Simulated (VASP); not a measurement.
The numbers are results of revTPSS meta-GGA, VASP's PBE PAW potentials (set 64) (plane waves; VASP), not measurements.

VASP ran on this input.

KPOINTS:
```
Automatic mesh
0
Gamma
11 11 6
0 0 0
```

INCAR:
```
SYSTEM = Tm
PREC = Accurate
ENCUT = 520
EDIFF = 1E-6
NELM = 100
ALGO = Normal
LREAL = .FALSE.
LASPH = .TRUE.
ISMEAR = 1
SIGMA = 0.1
METAGGA = RTPSS
LMIXTAU = .TRUE.
LMAXMIX = 6
LWAVE = .FALSE.
LCHARG = .FALSE.
IBRION = 2
ISIF = 3
NSW = 60
EDIFFG = -0.01
```

### POSCAR
```
Tm
1.0
  1.7700000000  -3.0657300000   0.0000000000
  1.7700000000   3.0657300000   0.0000000000
  0.0000000000   0.0000000000   5.5500000000
Tm
2
Cartesian
  1.7700000000   1.0219120438   1.3875000000
  1.7700000000  -1.0219120438   4.1625000000
```

POTCAR, in this order: Tm_3 (PBE.64 set). Program: vasp_std.

What VASP printed:

File OSZICAR:
```
       N       E                     dE             d eps       ncg     rms          rms(c)
DAV:   1     0.171734270747E+03    0.17173E+03   -0.10451E+04  1664   0.170E+03
DAV:   2     0.747348219244E+02   -0.96999E+02   -0.95782E+02  1664   0.519E+02
DAV:   3     0.689053325322E+02   -0.58295E+01   -0.55176E+01  2642   0.807E+01
DAV:   4     0.686909282179E+02   -0.21440E+00   -0.20741E+00  2590   0.125E+01
DAV:   5     0.686845927306E+02   -0.63355E-02   -0.63272E-02  2496   0.198E+00    0.271E+01
DAV:   6     0.606442018527E+02   -0.80404E+01   -0.29086E+01  1712   0.432E+02    0.154E+01
DAV:   7     0.606829766777E+02    0.38775E-01   -0.17924E+00  3232   0.460E+01    0.115E+00
DAV:   8     0.602845173691E+02   -0.39846E+00   -0.62615E-01  1672   0.108E+01    0.593E-01
DAV:   9     0.607833923668E+02    0.49887E+00   -0.14672E+02  1664   0.281E+03    0.395E-01
DAV:  10     0.602770371514E+02   -0.50636E+00   -0.54134E-01  1684   0.948E+00    0.290E-01
DAV:  11     0.602708727034E+02   -0.61644E-02   -0.29691E-03  2464   0.617E-01    0.119E-01
DAV:  12     0.602712224393E+02    0.34974E-03   -0.11215E-04  2530   0.119E-01    0.587E-02
DAV:  13     0.602678664987E+02   -0.33559E-02   -0.74102E-04  2124   0.300E-01    0.799E-02
DAV:  14     0.602677339977E+02   -0.13250E-03   -0.34013E-05  1890   0.725E-02    0.509E-02
DAV:  15     0.602677302309E+02   -0.37669E-05   -0.14225E-06  1736   0.148E-02    0.558E-02
DAV:  16     0.602677320183E+02    0.17874E-05   -0.21652E-06  1652   0.146E-02    0.313E-02
DAV:  17     0.602677333744E+02    0.13561E-05   -0.14515E-06  1360   0.129E-02    0.471E-03
DAV:  18     0.602677305939E+02   -0.27804E-05   -0.37384E-07  1037   0.939E-03    0.349E-03
DAV:  19     0.602677306723E+02    0.78397E-07   -0.10462E-07   967   0.572E-03
   1 F= 0.60267731E+02 E0= 0.60266835E+02  d E =0.602677E+02
       N       E                     dE             d eps       ncg     rms          rms(c)
DAV:   1     0.601577096443E+02   -0.11002E+00   -0.23313E+00  1765   0.182E+01    0.221E+00
DAV:   2     0.602239476707E+02    0.66238E-01   -0.18891E-01  1994   0.508E+00    0.996E-01
DAV:   3     0.602575312784E+02    0.33584E-01   -0.74298E-02  2480   0.283E+00    0.315E-01
DAV:   4     0.602571267280E+02   -0.40455E-03   -0.41529E-03  2260   0.639E-01    0.230E-01
DAV:   5     0.602578261179E+02    0.69939E-03   -0.98354E-04  2533   0.336E-01    0.857E-02
DAV:   6     0.602567451938E+02   -0.10809E-02   -0.36867E-04  1674   0.141E-01    0.180E-02
DAV:   7     0.602567205329E+02   -0.24661E-04   -0.13447E-05  2050   0.327E-02    0.131E-02
DAV:   8     0.602567304692E+02    0.99363E-05   -0.61210E-06  2004   0.261E-02    0.332E-03
DAV:   9     0.602567250913E+02   -0.53779E-05   -0.10771E-06   867   0.138E-02    0.985E-04
DAV:  10     0.602567249892E+02   -0.10206E-06   -0.21360E-07   847   0.852E-03
   2 F= 0.60256725E+02 E0= 0.60255975E+02  d E =-.110057E-01
       N       E                     dE             d eps       ncg     rms          rms(c)
DAV:   1     0.602538024351E+02   -0.29227E-02   -0.58505E-02  1818   0.288E+00    0.354E-01
DAV:   2     0.602554859741E+02    0.16835E-02   -0.46514E-03  1994   0.804E-01    0.158E-01
DAV:   3     0.602563206214E+02    0.83465E-03   -0.19008E-03  2488   0.448E-01    0.480E-02
DAV:   4     0.602563108023E+02   -0.98190E-05   -0.10642E-04  2255   0.102E-01    0.349E-02
DAV:   5     0.602563531725E+02    0.42370E-04   -0.31228E-05  2531   0.576E-02    0.162E-02
DAV:   6     0.602563069612E+02   -0.46211E-04   -0.13631E-05  1679   0.276E-02    0.278E-03
DAV:   7     0.602563063694E+02   -0.59174E-06   -0.36121E-07   832   0.594E-03
   3 F= 0.60256306E+02 E0= 0.60255567E+02  d E =-.114243E-01
       N       E                     dE             d eps       ncg     rms          rms(c)
DAV:   1     0.602552162024E+02   -0.10908E-02   -0.38319E-02  1714   0.156E+00    0.152E-01
DAV:   2     0.602557222207E+02    0.50602E-03   -0.13258E-03  2553   0.493E-01    0.890E-02
DAV:   3     0.602559058344E+02    0.18361E-03   -0.32696E-04  2278   0.155E-01    0.487E-02
DAV:   4     0.602559203742E+02    0.14540E-04   -0.59034E-05  2374   0.702E-02    0.150E-02
DAV:   5     0.602559110457E+02   -0.93285E-05   -0.17317E-05  1754   0.447E-02    0.813E-03
DAV:   6     0.602559104034E+02   -0.64237E-06   -0.67901E-06  1714   0.259E-02
   4 F= 0.60255910E+02 E0= 0.60255210E+02  d E =-.395966E-03
       N       E                     dE             d eps       ncg     rms          rms(c)
DAV:   1     0.602555128303E+02   -0.39822E-03   -0.18391E-02  1714   0.108E+00    0.105E-01
DAV:   2     0.602557499447E+02    0.23711E-03   -0.63446E-04  2558   0.341E-01    0.616E-02
DAV:   3     0.602558384024E+02    0.88458E-04   -0.16365E-04  2268   0.109E-01    0.338E-02
DAV:   4     0.602558464866E+02    0.80842E-05   -0.29493E-05  2213   0.509E-02    0.891E-03
DAV:   5     0.602558421089E+02   -0.43777E-05   -0.13410E-05  1719   0.357E-02    0.693E-03
DAV:   6     0.602558385495E+02   -0.35594E-05   -0.33637E-06  1724   0.166E-02    0.275E-03
DAV:   7     0.602558383337E+02   -0.21582E-06   -0.55148E-07   832   0.553E-03
   5 F= 0.60255838E+02 E0= 0.60255150E+02  d E =-.468036E-03
```

**OUTCAR**
```
------------------------ aborting loop because EDIFF is reached ----------------------------------------
  FORCE on cell =-STRESS in cart. coord.  units (eV):
  Direction    XX          YY          ZZ          XY          YZ          ZX
  --------------------------------------------------------------------------------------
  Total       -0.0064830     -0.0064830      0.0029112      0.0000000     -0.0000000      0.0000000
  in kB       -0.1788247     -0.1788247      0.0803029      0.0000000     -0.0000000      0.0000000
  external PRESSURE =      -0.0924488 kB  Pullay stress =       0.0000000 kB
  volume of cell :       58.08
      direct lattice vectors                 reciprocal lattice vectors
     1.756110703 -3.041673031 -0.000000000     0.284720091 -0.164383218  0.000000000
     1.756110703  3.041673031  0.000000000     0.284720091  0.164383218 -0.000000000
     0.000000000  0.000000000  5.437042882     0.000000000 -0.000000000  0.183923508
 POSITION                                       TOTAL-FORCE (eV/Angst)
 -----------------------------------------------------------------------------------
      1.75611      1.01389      1.35926         0.000000      0.000000      0.000000
      1.75611     -1.01389      4.07778        -0.000000     -0.000000      0.000000
 -----------------------------------------------------------------------------------
    total drift:                               -0.000001      0.000069     -0.000011
  FREE ENERGIE OF THE ION-ELECTRON SYSTEM (eV)
  ---------------------------------------------------
  free  energy   TOTEN  =        60.2558383337 eV

  energy  without entropy=       60.2537722653  energy(sigma->0) =       60.25514964

 reached required accuracy - stopping structural energy minimisation
```
(Selected blocks of OUTCAR.)

File CONTCAR:
```
Tm
   1.00000000000000
     1.7561107032269025   -3.0416730306317890   -0.0000000000000000
     1.7561107032269025    3.0416730306317890    0.0000000000000000
     0.0000000000000000    0.0000000000000000    5.4370428815301821
  Tm
     2
Direct
     0.3333330000000032    0.6666669999999968    0.2500000000000000
     0.6666669999999968    0.3333330000000032    0.7500000000000000
```

OUTCAR:
```
 val. band max:        2.9754520611   @ k =   0.1818   0.1818   0.1667

 cond. band min:       2.9941872597   @ k =   0.3636   0.0000   0.0000


 Fermi energy:         2.9818134697

 k-point     1 :       0.0000    0.0000    0.0000
  band No.  band energies     occupation
      1     -22.8614      2.00000
      2     -22.3242      2.00000
      3     -22.3242      2.00000
      4     -22.2142      2.00000
      5     -22.2142      2.00000
      6     -22.1637      2.00000
      7      -2.7514      2.00000
      8       0.6562      2.00000
      9       4.0474     -0.00000
     10       5.0745      0.00000
     11       5.0746      0.00000
     12       5.5959      0.00000
     13       5.8651      0.00000

 k-point     2 :       0.0909    0.0000    0.0000
  band No.  band energies     occupation
      1     -22.8448      2.00000
      2     -22.3562      2.00000
      3     -22.3355      2.00000
      4     -22.2484      2.00000
      5     -22.2181      2.00000
      6     -22.1722      2.00000
      7      -2.5490      2.00000
      8       0.8539      2.00000
      9       3.8477     -0.00000
     10       4.5831     -0.00000
     11       5.2693      0.00000
     12       5.6018      0.00000
     13       5.9556      0.00000

 k-point     3 :       0.1818    0.0000    0.0000
  band No.  band energies     occupation
      1     -22.7976      2.00000
      2     -22.4425      2.00000
      3     -22.3646      2.00000
      4     -22.3375      2.00000
      5     -22.2296      2.00000
      6     -22.1977      2.00000
      7      -1.9727      2.00000
      8       1.3738      2.00000
      9       3.3558     -0.00000
     10       3.8482     -0.00000
     11       5.0617      0.00000
     12       5.5661      0.00000
     13       5.6820      0.00000

 k-point     4 :       0.2727    0.0000    0.0000
  band No.  band energies     occupation
      1     -22.7275      2.00000
      2     -22.5561      2.00000
      3     -22.4488      2.00000
...
```

The 4f electrons are frozen in the core of the lanthanide potential, so 4f levels, which can set the real gap, and their magnetism are missing. Energy and stress use the plane-wave basis of the starting cell.

The compound is Tm in the hcp structure. This run relaxes it. Symmetry was kept, so distortions that lower it aren't found.
